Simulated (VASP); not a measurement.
An input for Quantum ESPRESSO's pw.x (written as the equivalent of a VASP run, and not itself run):

```
&CONTROL
  calculation = 'scf'
  pseudo_dir = './pseudo'
  outdir = './out'
  tprnfor = .true.
  tstress = .true.
/
&SYSTEM
  ibrav = 0
  nat = 4
  ntyp = 2
  ecutwfc = 84
  occupations = 'smearing'
  smearing = 'gaussian'
  degauss = 0.003675
  input_dft = 'pbesol'
/
&ELECTRONS
  conv_thr = 7.3e-09
  electron_maxstep = 100
/
ATOMIC_SPECIES
  Pb 207.200 Pb.upf
  O 15.999 O.upf
CELL_PARAMETERS angstrom
     3.9897209    0.0000000    0.0000000
     0.0000000    3.9897209    0.0000000
     0.0000000    0.0000000    5.0319030
ATOMIC_POSITIONS crystal
  Pb   0.5000000  0.0000000  0.7642972
  Pb   0.0000000  0.5000000  0.2357028
  O    0.5000000  0.5000000  0.0000000
  O    0.0000000  0.0000000  0.0000000
K_POINTS automatic
  6 6 4 0 0 0
```

**Question.** Write the VASP files for the same calculation (PBEsol).

**Answer.** One answer among several that fit: 
KPOINTS:
```
Regular mesh
0
G
 6 6 4
```

### POSCAR
```
PbO
1
    3.9897209467     0.0000000000     0.0000000000
    0.0000000000     3.9897209467     0.0000000000
    0.0000000000     0.0000000000     5.0319030167
Pb O
2 2
Direct
  0.5000000000   0.0000000000   0.7642971502
  0.0000000000   0.5000000000   0.2357028498
  0.5000000000   0.5000000000   0.0000000000
  0.0000000000   0.0000000000   0.0000000000
```

### INCAR
```
# general
SYSTEM   =  PbO
PREC     =  Accurate
ENCUT    =  600
LREAL    =  .FALSE.
LASPH    =  .TRUE.

# electronic loop
EDIFF    =  1E-7   # SCF stop (eV)
NELM     =  100
ALGO     =  Normal
LMAXMIX  =  4

# smearing
ISMEAR   =  0   # Gaussian
SIGMA    =  0.05   # width (eV)

# functional
GGA      =  PS   # PBEsol

# ions
ISIF     =  2

# output
LWAVE    =  .FALSE.
LCHARG   =  .FALSE.
```

POTCAR, in this order: Pb_d O (PBE.64 set). Program: vasp_std.

What does not carry over: the potentials are each code's own (VASP's PAW set, PseudoDojo norm-conserving files in pw.x), so ENCUT and ecutwfc are chosen apart and not converted; conv_thr bounds pw.x's estimated SCF error, while EDIFF bounds the energy change between steps.

The compound is PbO in the litharge structure. It was relaxed first.
